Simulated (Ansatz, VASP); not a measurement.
# SnP4: VASP beside Ansatz

```
Sn P
1.0
     3.34381    0.00000    0.00000
    -1.67191    2.89583    0.00000
     0.00000    0.00000   10.63239
Sn P
1 4
Direct
  0.00000 0.00000 0.00000
  0.33333 0.66667 0.25343
  0.66667 0.33333 0.36729
  0.66667 0.33333 0.74657
  0.33333 0.66667 0.63271
```

Alike in both runs: functional PBE; k mesh 5 × 5 × 2; occupations gaussian, width 0.2 eV; no spin polarisation.

Ansatz relaxed the structure, and its values are those at the end. VASP's run is a single point on that final structure, the one shown.

```csv
,VASP,Ansatz
version,VASP 6.6.1,Ansatz 0.2.0
potentials or method,"VASP PAW PBE potentials, release 64 (Sn_d, P)","scalar-relativistic, plane waves, PAW"
plane-wave cutoff (eV),520,420
valence electrons in the cell,34,34
```

|  | VASP | Ansatz | Ansatz less VASP |
| --- | --- | --- | --- |
| gap on the k mesh at the Fermi level (eV) | none | none | - |
| pressure (GPa) | -0.1 | 0.1 | +0.24 |
| rms of the force components (eV/Å) | 0.031 | 0.000 | -0.0305 |

A gap of «none» marks a metal or a gap that the smearing closes. With one functional, cell and mesh, what is left measures potentials, basis and numerics.

Caveats: the k mesh is coarse (spacing up to 0.43 Å⁻¹), so the values aren't converged.
